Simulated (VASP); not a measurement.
Data:

```
CELL_PARAMETERS angstrom
      2.08028    -3.60316     0.00000
      2.08028     3.60316     0.00000
      0.00000     0.00000     6.75686
ATOMIC_POSITIONS crystal
  Cd 0.66667 0.33333 0.50000
  Cd 0.33333 0.66667 0.00000
  S  0.66667 0.33333 0.87700
  S  0.33333 0.66667 0.37700
```

Calculation: revPBE GGA, VASP's PBE PAW potentials (set 64) (plane waves; VASP). Numerical set-up: 520 eV cut-off, 6×6×4 Γ-centred mesh, Gaussian smearing of 0.050 eV, potentials Cd S.

Q: What does the run give for the energy per atom (σ→0), pressure, band gap (on the k-mesh) with the smallest direct gap where there is one?

A: 
```json
{
  "band gap (on the k-mesh)": "1.32 eV",
  "smallest direct gap (on the k-mesh)": "1.32 eV",
  "energy per atom (σ→0)": "-2.780 eV/atom",
  "pressure": "35.0 kbar"
}
```

The absolute energy has meaning only against runs of the same code, potentials and settings.

The compound is CdS in the wurtzite structure. This cell is one point of a volume scan, at 0.94 of the reference volume.
